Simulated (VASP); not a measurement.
Consider the following.

```
NaH
1.0
    3.29043     0.00000     0.00000
   -1.64521     2.84960     0.00000
    0.00000     0.00000     5.80773
Na H
2 2
Direct
  0.00000   0.00000   0.00000
  0.00000   0.00000   0.50000
  0.33333   0.66667   0.25000
  0.66667   0.33333   0.75000
```

The numbers are results of PBEsol GGA, VASP's PBE PAW potentials (set 64) (plane waves; VASP 6.6.1), not measurements. Run with 400 eV cut-off, 9×9×5 Γ-centred mesh, tetrahedra with Blöchl corrections, potentials Na_pv H.

**Question.** Tabulate the total density of states (states/eV per cell) against energy (eV; zero at the valence-band maximum or, without a gap, the Fermi level).

**Answer.** 
| E (eV) | DOS (states/eV) |
|---|---|
| -9.96 | 0.00 |
| -9.48 | 0.00 |
| -9.12 | 0.00 |
| -8.64 | 0.00 |
| -8.28 | 0.00 |
| -7.80 | 0.00 |
| -7.44 | 0.00 |
| -6.96 | 0.00 |
| -6.48 | 0.00 |
| -6.12 | 0.00 |
| -5.64 | 0.00 |
| -5.28 | 0.00 |
| -4.80 | 0.00 |
| -4.44 | 0.00 |
| -3.96 | 0.00 |
| -3.60 | 0.16 |
| -3.12 | 0.41 |
| -2.64 | 0.49 |
| -2.28 | 0.66 |
| -1.80 | 0.85 |
| -1.44 | 1.11 |
| -0.96 | 1.80 |
| -0.60 | 2.00 |
| -0.12 | 2.59 |
| 0.36 | 0.00 |
| 0.72 | 0.00 |
| 1.20 | 0.00 |
| 1.56 | 0.00 |
| 2.04 | 0.00 |
| 2.40 | 0.00 |
| 2.88 | 0.00 |
| 3.24 | 0.00 |
| 3.72 | 0.10 |
| 4.20 | 0.54 |
| 4.56 | 1.05 |
| 5.04 | 2.72 |
| 5.40 | 1.47 |
| 5.88 | 1.98 |
| 6.24 | 0.59 |
| 6.72 | 0.95 |
Within 2 eV below the valence-band maximum the largest weight inside VASP's projection spheres is H s.

The structure was generated: NaH was put into the NiAs type type (P6_3/mmc), which need not be its known phase. It was relaxed first, which changed the volume by +46 %.
